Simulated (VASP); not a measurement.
A convergence study with VASP on As (space group R-3m): a few settings are varied, all else stays as given below, so the limit is that of these other settings.

```
As
1.0
    3.69877    -1.88940     0.00000
    3.69877     1.88940     0.00000
    2.73362     0.00000     3.12698
As
2
Direct
  0.23172   0.23172   0.23172
  0.77300   0.77300   0.77300
```

Calculation: PBE GGA, VASP's PBE PAW potentials (set 64) (plane waves; VASP). The last row used: 300 eV cut-off, 18×18×18 Γ-centred mesh, first-order Methfessel-Paxton smearing of 0.010 eV, potentials As.

| setting | E (eV/atom) | pressure (GPa) | largest force (eV/Å) | irreducible k-points |
|---|---|---|---|---|
| SIGMA = 1.0 | -4.6621 | 0.86 | 0.195 | 580 |
| SIGMA = 0.5 | ___ | ___ | ___ | 580 |
| SIGMA = 0.3 | -4.6647 | ___ | 0.230 | 580 |
| SIGMA = 0.2 | -4.6646 | 1.20 | 0.231 | 580 |
| SIGMA = 0.1 | -4.6647 | 1.21 | 0.230 | 580 |
| SIGMA = 0.05 | -4.6647 | 1.21 | 0.229 | 580 |
| SIGMA = 0.02 | -4.6647 | 1.21 | 0.231 | 580 |
| SIGMA = 0.01 | -4.6647 | 1.21 | 0.231 | 580 |

Q: Complete the blanks.

A: 
- SIGMA = 0.3, pressure (GPa): 1.18
- SIGMA = 0.5, E (eV/atom): -4.6650
- SIGMA = 0.5, pressure (GPa): 1.12
- SIGMA = 0.5, largest force (eV/Å): 0.226

Left out are rungs that failed or repeat a setting and relaxations that didn't move; long series are thinned to 24 rows.

The structure is a typed As crystal (space group no. 166). The cell was not relaxed at this level, forces remain on its atoms.
